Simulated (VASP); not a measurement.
The system is Si2WC3.

```xyz
6
Lattice="3.6119 0.0000 0.0000 -1.8059 3.1280 0.0000 0.0000 0.0000 7.3605" Properties=species:S:1:pos:R:3 pbc="T T T"
Si    0.0000    0.0000    1.7280
Si    0.0000    0.0000    5.6324
W     0.0000    0.0000    3.6802
C     1.0899    1.4561    0.0000
C     1.8059    0.2159    0.0000
C     2.5220    1.4561    0.0000
```

The cell was built by a generator and needn't be a form met in nature.

```yaml
Program: VASP 6.6.1
Task: relaxation of cell and atoms
Functional: PBE
Potentials_or_basis: VASP PAW PBE potentials, release 64 (Si, W_sv, C)
Cutoff: 520 eV
k_mesh: 6 × 6 × 3
Occupations: gaussian, width 0.15 eV
Spin: no spin polarisation
```

At the start: pressure 20.6 GPa; volume 13.86 Å³/atom.

Question: Where does the relaxation end?

Answer: Over 22 steps the energy falls by 774.4 meV/atom and the volume is 12.30 Å³/atom (-11.2 %); space group P6/mmm (No. 191, to 0.05 Å).

Step by step:
```csv
step,energy change (eV),largest force (eV/Å),pressure (GPa),volume (Å³)
1,0.0000,10.4004,20.59,83.16
2,-1.3320,0.4495,-15.17,103.17
3,-1.9282,0.6638,-15.94,100.09
4,-2.5119,0.8481,-15.79,97.25
5,-3.4782,1.3637,-9.71,90.37
6,-3.4744,1.4147,-8.22,89.67
7,-3.4799,1.3829,-8.97,89.99
8,-4.1670,0.6454,-6.11,81.66
9,-4.4126,0.7041,1.77,74.36
10,-4.5621,0.7661,-0.05,74.10
11,-4.5782,0.7936,0.36,73.99
12,-4.6120,0.1804,-0.36,74.27
13,-4.6121,0.1653,-0.15,74.26
14,-4.6186,0.0918,-0.07,74.14
15,-4.6219,0.1532,-0.10,74.01
16,-4.6267,0.1680,0.32,73.88
17,-4.6378,0.2416,0.71,73.50
18,-4.5885,0.2070,3.54,72.68
19,-4.6400,0.2184,0.98,73.38
20,-4.6441,0.0983,0.72,73.58
21,-4.6445,0.0652,0.55,73.66
22,-4.6463,0.0400,0.11,73.82
```

Final structure:
```
Si W C
1.0
     3.22014    0.00000    0.00000
    -1.61007    2.78872    0.00000
     0.00000    0.00000    8.22079
Si W C
2 1 3
Cartesian
  0.0000 0.0000 1.6891
  0.0000 0.0000 6.5317
  0.0000 0.0000 4.1104
  0.8067 1.3934 0.0000
  1.6101 0.0019 0.0000
  2.4134 1.3934 0.0000
```

Caveat: the relaxation stopped at a loose force limit of 0.08 eV/Å, so its end isn't a converged minimum.
